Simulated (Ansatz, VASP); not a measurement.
# Sc2CSO (Sc2COS MXene monolayer): VASP beside Ansatz

Aim: how closely do two programs agree when they are given the same cell, functional and k mesh? The structure shown is the start of the Ansatz relaxation below; VASP solves that cell, so the two are compared at the walk's first step.

Main program and level: Ansatz 0.2.0; plane waves, with VASP 6.6.1 beside it; single point at PBE with D3(BJ).

### Step 1. The structure

The cell holds 5 atoms: 1 S, 2 Sc, 1 C and 1 O. Its edges and angles: a = 3.226 Å, b = 3.226 Å, c = 41.983 Å, α = 90.0°, β = 90.0°, γ = 120.0°. Vacuum lies along c.

### Step 2. Ansatz: relaxation, PBE with D3(BJ)

Ansatz runs on its default PAW (the set named soft_2) files.

The two programs are compared at the cell with which this relaxation starts, whose forces are those of its first step.

File input.yaml:

```yaml
crystal:
  lattice:
    - [3.22608, 0.0, 0.0]
    - [-1.61304, 2.7938672346, 0.0]
    - [0.0, 0.0, 41.9830368437]
  atoms:
    - { symbol: S, position: [0.3333333333, 0.6666666667, 0.4346993779] }
    - { symbol: Sc, position: [0.6666666667, 0.3333333333, 0.4772230721] }
    - { symbol: C, position: [0.0, 0.0, 0.5075430612] }
    - { symbol: Sc, position: [0.3333333333, 0.6666666667, 0.5378630502] }
    - { symbol: O, position: [0.6666666667, 0.3333333333, 0.5653006221] }
  periodic: [true, true, false]
kpoints:
  mp_grid: { grid: [12, 12, 1] }
hamiltonian:
  xc: pbe
  dispersion: d3bj
scf:
  occupations: { method: fermi_dirac, width: 0.05 }
  convergence: { dr2_threshold: 1.0e-09 }
relax:
  f_tol: 0.004
  max_steps: 90
  cell: {}
output:
  write_potential: true
  write_density: true
  volumetric_format: npy
```

The run is started by

```sh
ansatz run input.yaml --threads 4 --pin off --max-ram 6144MiB --backend cpu --events-out ev --progress --plain --runs-dir out
```

Numbers of over 12 decimals in the logs are rounded to 6 here.

Log:

```text
Warning: relax.cell: scf.convergence.dr2_threshold = 1e-9 eV is looser than the 2.08572818374e-10 eV advised for a relaxation that steers and ends on the stress (1e-10 eV for each atom of the cell: 5, times the square of relax.cell.stress_2d_tol = 0.05 N/m over 15.5 Å (the atoms' height at the walk's start and 5 Å past either face), 3.229e-2 GPa, over a crystal's default 0.05). What an SCF threshold leaves in a stress goes as its square root, and in the free energy as the threshold itself, and one threshold admits the most on a small cell: [figures from the program's tests cut] Set scf.convergence.dr2_threshold to 2.08572818374e-10 eV or tighter. [rest of the remark cut]
Engine: ansatz 0.2.0, x86_64-unknown-linux-gnu
Pseudopotentials: kind: paw
Pseudopotential: S, paw, valence charge 6, recommended cutoff 420 eV (normal), S.paw.azcp
Pseudopotential: Sc, paw, valence charge 11, recommended cutoff 420 eV (normal), Sc.paw.azcp
Pseudopotential: C, paw, valence charge 4, recommended cutoff 420 eV (normal), C.paw.azcp
Pseudopotential: O, paw, valence charge 6, recommended cutoff 420 eV (normal), O.paw.azcp
Functional definition: PBE
  parameter kappa = 0.804
  parameter beta = 0.066725
  exchange = pbe_x(kappa = kappa, mu = beta*pi^2/3)
  correlation = pbe_c(beta = beta)
Crystal: 5 atoms, lattice volume = 378.403 Å³
Basis set: ecut = 420 eV, 7545 PW (Γ), exchange–correlation on 48×48×576 points (8 copies of the dense FFT grid, shifted against one another)
Bands: 24, of which v1, the nominal top of the filled ones, is band 19 counted from 1 (18 counted from 0)
Symmetry: 6 space group operations
Space group: P3m1 (ITA 156), of the structure as read, at distance tolerance 7.2e-5 Å
k-points: 19 of 144 (time reversal used)
Non-local potential: S, projectors of the file, l = 0: 2, l = 1: 2, l = 2: 2
Non-local potential: Sc, projectors of the file, l = 0: 3, l = 1: 2, l = 2: 3, l = 3: 1
Non-local potential: C, projectors of the file, l = 0: 2, l = 1: 2, l = 2: 1
Non-local potential: O, projectors of the file, l = 0: 2, l = 1: 2, l = 2: 1
PAW form: soft (Blöchl's): semilocal exchange-correlation on the pseudo side does not see the compensation charge
PAW one-centre angular grid: S, 110 points (default); XC on 64 Gauss nodes
PAW one-centre angular grid: Sc, 590 points (default); XC on 64 Gauss nodes
PAW one-centre angular grid: C, 110 points (default); XC on 64 Gauss nodes
PAW one-centre angular grid: O, 110 points (default); XC on 64 Gauss nodes
Initial density: superposition of atomic densities (neutral atoms: chi_scale 0, normalization atom), corrected by the library's trained network
Initial wavefunctions: pseudopotential atomic-orbital guess
Functional: x = pbe(κ = 0.804, μ = 0.219515), c = pbe(β = 0.066725)
SCF iter   1: F=—  HF=-5996.036929 eV  |F-HF|=—  |Δ(HF+E_count)|=         —  Δρ=1.14e-2  dr2=8.70e0  ethr=1.77e-3  ⟨swp⟩=10.4  Hψ=3171  notcnv=0
preconditioner: auto → LDOS  [metal: Δε(μ)=0.027 eV  Ē_g=7.790 eV  σ=0.050 eV  W_gap=0.13  n_scr=24 (ndim 8)  ℏωp=9.0 eV  f_vac=0.787  D(μ)=3.58/eV (n_scr^D=16)  β→1.0]
SCF iter   2: F=—  HF=-5995.869893 eV  |F-HF|=—  |Δ(HF+E_count)|=   1.67e-1  Δρ=2.58e-3  dr2=7.05e-2  ethr=1.77e-3  ⟨swp⟩=2.8  Hψ=709  notcnv=0  defer=2
SCF iter   3: F=—  HF=-5995.872520 eV  |F-HF|=—  |Δ(HF+E_count)|=   2.63e-3  Δρ=9.44e-4  dr2=1.07e-2  ethr=1.86e-4  ⟨swp⟩=4.0  Hψ=1010  notcnv=0  defer=2
SCF iter   4: F=—  HF=-5995.871636 eV  |F-HF|=—  |Δ(HF+E_count)|=   8.84e-4  Δρ=4.49e-4  dr2=2.52e-3  ethr=2.81e-5  ⟨swp⟩=2.5  Hψ=861  notcnv=0  defer=2
SCF iter   5: F=—  HF=-5995.871451 eV  |F-HF|=—  |Δ(HF+E_count)|=   1.85e-4  Δρ=1.97e-4  dr2=7.54e-4  ethr=6.64e-6  ⟨swp⟩=2.8  Hψ=751  notcnv=0  defer=2
SCF iter   6: F=—  HF=-5995.871439 eV  |F-HF|=—  |Δ(HF+E_count)|=   1.23e-5  Δρ=7.54e-5  dr2=8.93e-5  ethr=1.98e-6  ⟨swp⟩=1.8  Hψ=653  notcnv=0  defer=2
SCF iter   7: F=—  HF=-5995.871446 eV  |F-HF|=—  |Δ(HF+E_count)|=   7.30e-6  Δρ=2.51e-5  dr2=5.24e-6  ethr=2.35e-7  ⟨swp⟩=2.4  Hψ=675  notcnv=0  defer=2
SCF iter   8: F=—  HF=-5995.871446 eV  |F-HF|=—  |Δ(HF+E_count)|=   2.19e-9  Δρ=8.30e-6  dr2=4.13e-7  ethr=1.38e-8  ⟨swp⟩=3.2  Hψ=899  notcnv=0  defer=2
SCF iter   9: F=—  HF=-5995.871447 eV  |F-HF|=—  |Δ(HF+E_count)|=   7.42e-7  Δρ=2.78e-6  dr2=4.14e-8  ethr=1.09e-9  ⟨swp⟩=2.7  Hψ=924  notcnv=0  defer=2
[...]
preconditioner: auto → LDOS  [metal: Δε(μ)=0.084 eV  Ē_g=8.097 eV  σ=0.050 eV  W_gap=0.40  n_scr=24 (ndim 8)  ℏωp=8.8 eV  f_vac=0.791  D(μ)=2.85/eV (n_scr^D=14)  β→1.0]
SCF iter   2: F=—  HF=-5996.991829 eV  |F-HF|=—  |Δ(HF+E_count)|=   2.95e-5  Δρ=6.69e-5  dr2=3.05e-5  ethr=1.35e-6  ⟨swp⟩=2.3  Hψ=613  notcnv=0
SCF iter   3: F=—  HF=-5996.991788 eV  |F-HF|=—  |Δ(HF+E_count)|=   4.08e-5  Δρ=2.89e-5  dr2=7.32e-6  ethr=8.03e-8  ⟨swp⟩=3.0  Hψ=807  notcnv=0
SCF iter   4: F=—  HF=-5996.991784 eV  |F-HF|=—  |Δ(HF+E_count)|=   4.16e-6  Δρ=5.47e-6  dr2=9.76e-7  ethr=1.93e-8  ⟨swp⟩=2.8  Hψ=645  notcnv=0
SCF iter   5: F=—  HF=-5996.991785 eV  |F-HF|=—  |Δ(HF+E_count)|=   1.85e-6  Δρ=1.97e-6  dr2=4.80e-8  ethr=2.57e-9  ⟨swp⟩=2.2  Hψ=635  notcnv=0
SCF iter   6: F=—  HF=-5996.991786 eV  |F-HF|=—  |Δ(HF+E_count)|=   1.27e-7  Δρ=6.78e-7  dr2=6.40e-9  ethr=1.26e-10  ⟨swp⟩=3.4  Hψ=946  notcnv=0
SCF iter   7: F=-5996.991786 eV  HF=-5996.991786 eV  |F-HF|=1.56e-8  |Δ(HF+E_count)|=   2.27e-8  Δρ=3.70e-7  dr2=7.22e-10  ethr=2.63e-12  ⟨swp⟩=11.4  Hψ=3473  notcnv=0
SCF 9 converged in 7 iterations: F = -5996.991786 eV  dr2 = 7.22e-10
relax step   9: F+E_penalty+E_count = -5996.99178564 eV  Δ(F+E_penalty+E_count) = +7.395e-5 eV  max|allowed force component| = 2.992e-3 eV/Å  Δτ_max = 0.0020 Å  P = +0.036 N/m  Ω = 395.808 Å³  energy of the carried Pulay correction = -1.280e-4 eV  fix = [c, alpha, beta]  reactions: c +0.000 N/m  (7 SCF iters, accepted)
iter 1 solved again at ethr=7.41e-7 eV; its pass at ethr=3.10e-3 eV (dr2=2.82e-4 eV) is discarded
SCF iter   1: F=—  HF=-5996.991775 eV  |F-HF|=—  |Δ(HF+E_count)|=         —  Δρ=1.02e-5  dr2=2.47e-8  ethr=7.41e-7  ⟨swp⟩=4.4  Hψ=4549  notcnv=0
eigensolver tolerance schedule: the retry pair's looser diagonalisation over-reported the residual by 11388.07 of it (diagonalisation noise at an unbounded share of the residual, at the tolerance the schedule requests for it); recorded, not acted on — ethr = c·dr2/N_el stays at c = 1.0e-1
preconditioner: auto → LDOS  [metal: Δε(μ)=0.084 eV  Ē_g=8.098 eV  σ=0.050 eV  W_gap=0.40  n_scr=24 (ndim 8)  ℏωp=8.8 eV  f_vac=0.791  D(μ)=2.85/eV (n_scr^D=14)  β→1.0]
SCF iter   2: F=—  HF=-5996.991877 eV  |F-HF|=—  |Δ(HF+E_count)|=   1.02e-4  Δρ=2.33e-6  dr2=2.64e-8  ethr=6.51e-11  ⟨swp⟩=5.5  Hψ=1770  notcnv=0
SCF iter   3: F=—  HF=-5996.991877 eV  |F-HF|=—  |Δ(HF+E_count)|=   1.96e-9  Δρ=5.19e-7  dr2=1.35e-9  ethr=6.51e-11  ⟨swp⟩=2.0  Hψ=663  notcnv=0
SCF iter   4: F=-5996.991877 eV  HF=-5996.991877 eV  |F-HF|=1.14e-7  |Δ(HF+E_count)|=   1.03e-7  Δρ=3.15e-7  dr2=6.14e-10  ethr=2.63e-12  ⟨swp⟩=16.9  Hψ=4174  notcnv=0
SCF 10 converged in 4 iterations: F = -5996.991877 eV  dr2 = 6.14e-10
relax step  10: F+E_penalty+E_count = -5996.99187670 eV  Δ(F+E_penalty+E_count) = -9.105e-5 eV  max|allowed force component| = 2.979e-3 eV/Å  Δτ_max = 0.0000 Å  P = +0.037 N/m  Ω = 395.808 Å³  fix = [c, alpha, beta]  reactions: c +0.000 N/m  stress off target by 3.68e-2 N/m on what of the cell is left free  SCF on the basis re-selected at this cell (its energy is not comparable with the rows above)  (4 SCF iters)
basis re-selected at this cell: Δ(F+E_penalty+E_count) = -9.105e-5 eV, ΔP = +0.001 N/m vs the last step (what re-selecting the basis moved, of the pressure what is left beyond the Pulay correction that the steps carried, after the strain that the cell walked since its last selection, with what the two solves' SCF thresholds leave and, on support functions, any second-order correction that the steps lacked; it is no m [...]
WARN: The output density's exchange-correlation potential varies sharply where the density is thin. Do not read a vacuum level from v_tot or v_xc, or from such a field of the output density. On a cell that repeats whose density bears no net charge and no dipole along the vacuum's axis use v_es (v_loc + v_h of the components); under efield.dipole_correction with no amplitude use v_es + v_field, which holds any externa [...]
SCF converged after 4 iterations
Free energy (F): -5996.991877 eV
Harris-Foulkes:  -5996.991877 eV  (|F-HF|=1.14e-7)
Internal energy: -5996.968108 eV  (E = F + TS)
E sigma→0 (E₀):  -5996.979992 eV
Entropy (-TS):   -0.023769 eV (-4.754 meV/atom)
Fermi energy:    -6.404788 eV
--- Per-component energies (eV) ---
  E_band       = -855.412530
  E_kinetic    = 893.372369
  E_local      = -117082.405705  (includes V_loc(G=0)·N_el)
  E_nonlocal   = 264.711430
  E_hartree    = 57923.344192
  E_xc         = -429.447883
  E_vxc        = -501.823546  (∫ρ·V_xc dr)
  E_paw        = -2766.196099  (= ΣΔE_a)
  E_vpaw       = -275.957949  (= ΣTr[D̂ρ^β])
  E_aug_tail   = 0.002470  (compensation charges beyond the density's cutoff)
  E_ewald      = 55200.801493
  E_disp       = -1.150375  (pairwise vdW)
  E_smearing   = -0.023769  (= −TS)
  E_closure    = 0.000000  (closes the sum)
  Σ components = -5996.991877   (vs F -5996.991877, Δ=0.00e0)
--- Forces (eV/Å), atoms counted from 1 ---
  atom   1  S      0.00000000     0.00000000     0.00036724
  atom   2  Sc     0.00000000    -0.00000000    -0.00053455
  atom   3  C      0.00000000    -0.00000000     0.00080165
  atom   4  Sc     0.00000000    -0.00000000    -0.00298040
  atom   5  O      0.00000000     0.00000000     0.00233919
  max |Σ_I F_I| component: 6.86e-6 eV/Å
--- 2D stress c σ (N/m, compression-positive) ---
        0.036758      -0.000000      -0.000000
       -0.000000       0.036758       0.000000
       -0.000000       0.000000       0.000000
  P = ½ c Tr σ = 0.0368 N/m
--- Band table (eV; the first three rows and the last of 19) ---
  k-point 0: bands = [... 15 lower, -6.7779, -6.7779, -6.4515, -4.9069, -4.9069, -2.7221, -2.7221, -2.6576, ... 1 higher]
  k-point 1: bands = [... 15 lower, -7.1612, -6.7716, -6.1887, -5.4273, -5.1104, -2.8256, -2.5450, -2.4642, ... 1 higher]
  k-point 2: bands = [... 15 lower, -7.6093, -6.7750, -6.5265, -6.0311, -5.5087, -3.1249, -2.3056, -2.2565, ... 1 higher]
  k-point 18: bands = [... 15 lower, -8.6357, -8.2379, -7.6653, -7.2735, -6.9292, -2.7313, -2.0245, -1.7575, ... 1 higher]
  the weakly bound empty levels are not read free of the cell's end (no_gap_told)
--- Relaxed structure (8 steps of the walk, 8 accepted, 2 SCFs on fresh bases) ---
  F+E_penalty+E_count = -5996.99187670 eV   max|allowed force component| = 2.979e-3 eV/Å   (the final SCF, on the basis selected at the relaxed cell)
  cell:  # Å, volume = 395.8076 Å³
    - [3.299437, 2.7147449657867866e-18, 0]
    - [-1.649718, 2.857396, 0]
    - [0, 0, 41.9830368437]
  atoms:
    - { symbol: S, position: [0.333333, 0.666667, 0.436376] }
    - { symbol: Sc, position: [0.666667, 0.333333, 0.475298] }
    - { symbol: C, position: [-1.227586527913758e-18, 0, 0.504994] }
    - { symbol: Sc, position: [0.333333, 0.666667, 0.544540] }
    - { symbol: O, position: [0.666667, 0.333333, 0.561422] }
```

The column dr2 measures how far the density is from self-consistency, as an energy; F and HF (Harris–Foulkes) agree once it is small.

[end of part 1 of 2]

[Lines on the potential files, build, host, timing and source positions are cut from VASP's logs without a mark.]

[Logs are printed without paths, hosts, clocks, repeated set-up lines and the standing remarks that a program may print on its own settings, such as how far it seeks lower states.]

[Hosts, paths, dates, database ids (printed as entryN), source tags and the programs' standing remarks are cut or masked in the printed files.]
